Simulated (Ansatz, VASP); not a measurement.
# TaN in two plane-wave programs

One calculation is typed for both programs; each brings its own data sets. How far apart do they land? The cell is taken from a series of runs on this material, whose earlier steps may have relaxed, scaled, displaced or heated it; both programs get it as it stands.

Main program and level: Ansatz 0.2.0; plane waves, with VASP 6.6.1 beside it; zone-centre phonons at PBEsol.

**1. Set-up**

It takes space group P-62m (No. 189, hexagonal). Conventional cell: a = 5.025 Å, b = 5.025 Å, c = 2.829 Å, α = 90.00°, β = 90.00°, γ = 120.00°. Nearest to N lie 5 Ta at 1.99 to 2.09 Å. Ta has 6 N at 2.09 Å nearest. Ta has 3 N at 1.99 Å nearest. Farther neighbours and most contacts between anions are not listed.

**2. Ansatz: zone-centre phonons, PBEsol**

Ansatz runs on its PAW soft_1 files.

Second derivatives magnify differences that forces hide, and they need a tight electronic threshold.

Input file input.yaml:

```yaml
crystal:
  lattice:
    - [5.0250932371, 0.0, 0.0]
    - [-2.5125466186, 4.3518583997, 0.0]
    - [0.0, 0.0, 2.828603564]
  atoms:
    - { symbol: "N", position: [0.396941897, 0.0, 0.0] }
    - { symbol: "N", position: [0.603058103, 0.603058103, 0.0] }
    - { symbol: "N", position: [0.0, 0.396941897, 0.0] }
    - { symbol: Ta, position: [0.3333333333, 0.6666666667, 0.5] }
    - { symbol: Ta, position: [0.6666666667, 0.3333333333, 0.5] }
    - { symbol: Ta, position: [0.0, 0.0, 0.0] }
kpoints:
  mp_grid: { grid: [9, 9, 12] }
hamiltonian:
  xc: pbesol
  pseudopotentials: { kind: paw, azcp: { folder: soft_1 }, xc_functional: pbe }
scf:
  occupations: { method: methfessel_paxton, width: 0.2 }
output:
  eigenvalues: true
phonons:
  method: dfpt
```

Run with:

```bash
$ ansatz run input.yaml --threads 8 --pin off --max-ram 16384MiB --backend cpu --events-out ev --progress --plain --runs-dir out
```

Numbers of over 12 decimals in the logs are rounded to 6 here.

The program printed:

```text
zone centre: on kpoints.mp_grid the ground state, and the responses unless they are solved on pairs of k-points, stand on 287 of the mesh's 972 k-points, reduced under 2 symmetry operations, with k and −k counted as one. Each operation leaves every solved displacement unchanged or reverses it
Engine: ansatz 0.2.0, aarch64-unknown-linux-gnu
Pseudopotentials: kind: paw
Pseudopotential: N, paw, valence charge 5, recommended cutoff 420 eV (normal), soft_1/N.paw.azcp
Pseudopotential: Ta, paw, valence charge 13, recommended cutoff 420 eV (normal), soft_1/Ta.paw.azcp
Functional definition: PBEsol
  exchange = pbesol_x
  correlation = pbesol_c
Crystal: 6 atoms, lattice volume = 61.857 Å³
Basis set: ecut = 420 eV, 1251 PW (Γ), exchange–correlation on 72×72×40 points (8 copies of the dense FFT grid, shifted against one another)
Bands: 33, of which v1, the nominal top of the filled ones, is band 27 counted from 1 (26 counted from 0)
Symmetry: 12 space group operations
k-points: 287 of 972 (irreducible under 2 space group operations, time reversal used)
Non-local potential: N, projectors of the file, l = 0: 2, l = 1: 2, l = 2: 1
Non-local potential: Ta, projectors of the file, l = 0: 3, l = 1: 2, l = 2: 2, l = 3: 1
PAW form: soft (Blöchl's): semilocal exchange-correlation on the pseudo side does not see the compensation charge
PAW frozen core: N, regenerated for the run's functional, and the local potential with it (the file was generated under x = pbe(κ = 0.804, μ = 0.219515), c = pbe(β = 0.066725))
PAW frozen core: Ta, regenerated for the run's functional, and the local potential with it (the file was generated under x = pbe(κ = 0.804, μ = 0.219515), c = pbe(β = 0.066725))
PAW one-centre angular grid: N, 110 points (default); XC on 64 Gauss nodes
PAW one-centre angular grid: Ta, 590 points (default); XC on 64 Gauss nodes
Initial density: superposition of atomic densities (chi_scale 0.1, normalization cell, long waves kept (reshape's long-wave potential 0.01 eV rms))
Initial wavefunctions: pseudopotential atomic-orbital guess
Functional: x = pbesol(κ = 0.804, μ = 0.123457), c = pbesol(β = 0.046)
SCF iter   1: F=—  HF=-30566.064576 eV  |F-HF|=—  |Δ(HF+E_count)|=         —  Δρ=7.42e-2  dr2=3.76e0  ethr=3.10e-3  ⟨swp⟩=4.9  Hψ=37561  notcnv=0
preconditioner: auto → Resta (q_TF=auto, 2.667 Å⁻¹)  ε∞=6.9  [insulator: Δε(μ)=0.146 eV  Ē_g=10.606 eV  σ=0.200 eV  W_gap=0.57  n_scr=26 (ndim 8)  ℏωp=25.9 eV  f_vac=0.000  D(μ)=0.18/eV (n_scr^D=0)  ε∞_Penn≈6.9]
SCF iter   2: F=—  HF=-30565.276489 eV  |F-HF|=—  |Δ(HF+E_count)|=   7.88e-1  S|Δr|=    0.00e0  Δρ=3.21e-2  dr2=3.18e-1  ethr=3.10e-3  ⟨swp⟩=2.0  Hψ=17203  notcnv=0  defer=349
preconditioner: auto → Kerker (q_TF=auto, 2.667 Å⁻¹)  [metal: Δε(μ)=0.096 eV  Ē_g=10.246 eV  σ=0.200 eV  W_gap=0.38  n_scr=26 (ndim 8)  ℏωp=25.9 eV  f_vac=0.000  D(μ)=0.33/eV (n_scr^D=0)]
SCF iter   3: F=—  HF=-30565.246745 eV  |F-HF|=—  |Δ(HF+E_count)|=   2.97e-2  S|Δr|=    0.00e0  Δρ=1.55e-2  dr2=7.74e-2  ethr=5.88e-4  ⟨swp⟩=1.0  Hψ=9123  notcnv=0  defer=349
SCF iter   4: F=—  HF=-30565.237064 eV  |F-HF|=—  |Δ(HF+E_count)|=   9.68e-3  S|Δr|=    0.00e0  Δρ=1.84e-3  dr2=2.02e-3  ethr=1.43e-4  ⟨swp⟩=2.0  Hψ=12074  notcnv=0  defer=349
SCF iter   5: F=—  HF=-30565.236752 eV  |F-HF|=—  |Δ(HF+E_count)|=   3.12e-4  S|Δr|=    0.00e0  Δρ=5.77e-4  dr2=2.04e-4  ethr=3.74e-6  ⟨swp⟩=2.5  Hψ=14531  notcnv=0  defer=346
SCF iter   6: F=—  HF=-30565.236706 eV  |F-HF|=—  |Δ(HF+E_count)|=   4.59e-5  S|Δr|=    0.00e0  Δρ=1.13e-4  dr2=8.96e-6  ethr=3.78e-7  ⟨swp⟩=2.1  Hψ=12446  notcnv=0  defer=346
SCF iter   7: F=—  HF=-30565.236704 eV  |F-HF|=—  |Δ(HF+E_count)|=   2.43e-6  S|Δr|=    0.00e0  Δρ=2.33e-5  dr2=2.93e-7  ethr=1.66e-8  ⟨swp⟩=2.0  Hψ=13429  notcnv=0  defer=346
SCF iter   8: F=—  HF=-30565.236709 eV  |F-HF|=—  |Δ(HF+E_count)|=   5.36e-6  S|Δr|=    0.00e0  Δρ=3.86e-6  dr2=1.04e-8  ethr=5.42e-10  ⟨swp⟩=2.0  Hψ=13687  notcnv=0  defer=346
SCF iter   9: F=—  HF=-30565.236709 eV  |F-HF|=—  |Δ(HF+E_count)|=   2.08e-9  S|Δr|=    0.00e0  Δρ=6.10e-7  dr2=2.10e-10  ethr=1.93e-11  ⟨swp⟩=2.0  Hψ=12629  notcnv=0  defer=346
SCF iter  10: F=-30565.236709 eV  HF=-30565.236709 eV  |F-HF|=3.64e-12  |Δ(HF+E_count)|=  1.09e-11  S|Δr|=    0.00e0  Δρ=8.99e-8  dr2=2.26e-12  ethr=1.00e-12  ⟨swp⟩=9.8  Hψ=52813  notcnv=0
SCF 1 converged in 10 iterations: F = -30565.236709 eV  dr2 = 2.26e-12
  greatest PAW one-centre occupation: 0.999 electrons in one spin orbital (limit 2), on the Ta atom at site 3 (counted from 0), in its partial waves of l = 0
DFPT response loops at Γ: preconditioner auto → Kerker (q_TF=auto, 2.667 Å⁻¹) (partly filled bands, converged f_vac=0.000); β = 1.00, the filter's whole step (`scf.mixing.beta` (0.50) is not read by the response loops under this deck's `scf.mixing.preconditioner`; to damp them name `kerker` or `kerker_dos`, under which they read `scf.mixing.beta`, and type it under 1.00, their step now; both keys bind the ground state too); Broyden in place of MSR1
SCF converged after 10 iterations
Stability not checked: this state was not tested for a lower state beside it, because cold or Methfessel-Paxton smearing, or corrected tetrahedra, fill the levels in a way that the test cannot read (fill_not_monotonic; see scf.lower_state_search)
Free energy (F): -30565.236709 eV
Harris-Foulkes:  -30565.236709 eV  (|F-HF|=3.64e-12)
Internal energy: -30565.239782 eV  (E = F + TS)
E sigma→0 (E₀):  -30565.237477 eV
Entropy (-TS):   0.003073 eV (0.512 meV/atom)
Fermi energy:    21.745679 eV
Step filling:    the computed levels leave a gap of 0.0389 eV = 0.2 smearing widths at the electron count; against every level under it full and every level over it empty, smearing changes F+E_penalty+E_count by +0.614 meV and its σ→0 estimate by -0.154 meV
--- Per-component energies (eV) ---
  E_band       = -123.074924
  E_kinetic    = 1591.332680
  E_local      = -1801.920299  (includes V_loc(G=0)·N_el)
  E_nonlocal   = 82.078707
  E_hartree    = 660.993326
  E_xc         = -1142.627557
  E_vxc        = -937.739748  (∫ρ·V_xc dr)
  E_paw        = -24916.641271  (= ΣΔE_a)
  E_vpaw       = -378.815960  (= ΣTr[D̂ρ^β])
  E_aug_tail   = 0.003033  (compensation charges beyond the density's cutoff)
  E_ewald      = -5039.183834
  E_core_change = 0.725435  (= ΣΔE_core)
  E_smearing   = 0.003073  (= −TS)
  E_closure    = 0.000000  (closes the sum)
  Σ components = -30565.236709   (vs F -30565.236709, Δ=0.00e0)
--- Band table (eV; the first three rows and the last of 287) ---
  k-point 0: bands = [... 23 lower, 17.0827, 18.1285, 19.6176, 20.5960, 20.5960, 22.1964, 22.1964, 23.8241, ... 2 higher]
  k-point 1: bands = [... 23 lower, 16.7186, 18.3565, 19.9886, 20.1943, 20.1943, 22.7139, 22.7139, 23.8592, ... 2 higher]
  k-point 2: bands = [... 23 lower, 16.0904, 19.1241, 19.7458, 19.7458, 20.8697, 23.2014, 23.2014, 23.8706, ... 2 higher]
  k-point 286: bands = [... 23 lower, 17.3645, 18.0592, 19.3343, 20.4588, 22.9207, 23.4683, 24.8380, 24.8403, ... 2 higher]
--- Phonons (Γ-DFPT): 7 representative perturbations + reference, on 287 of 972 k-points (Σ response iterations 22) ---
  k mesh reduced under 2 symmetry operations, with k and −k counted as one. Each operation leaves every solved displacement unchanged or reverses it
  ASR residual: 2.701e-5 → 0.000e0 eV/Å²; symmetrization residual: 2.278e-6 eV/Å²
  ASR residual per site (eV/Å²): 2.70e-5 2.63e-5 2.63e-5 1.45e-5 1.45e-5 2.44e-5
  Γ frequencies (cm⁻¹): 0.00 0.00 0.00 158.66 208.08 208.08 222.29 262.41 262.41 670.36 670.36 675.54 691.68 698.04 698.04 727.43 727.43 812.18
  non-analytic LO–TO correction: not included (Born effective charges unavailable; polar crystals: no LO–TO splitting at Γ)
```

(Part 1 of 3 ends here.)

[Lines on the potential files, build, host, timing and source positions are cut from VASP's logs without a mark.]

[Logs are printed without paths, hosts, clocks, repeated set-up lines and the standing remarks that a program may print on its own settings, such as how far it seeks lower states.]

[Hosts, paths, dates, database ids (printed as entryN), source tags and the programs' standing remarks are cut or masked in the printed files.]
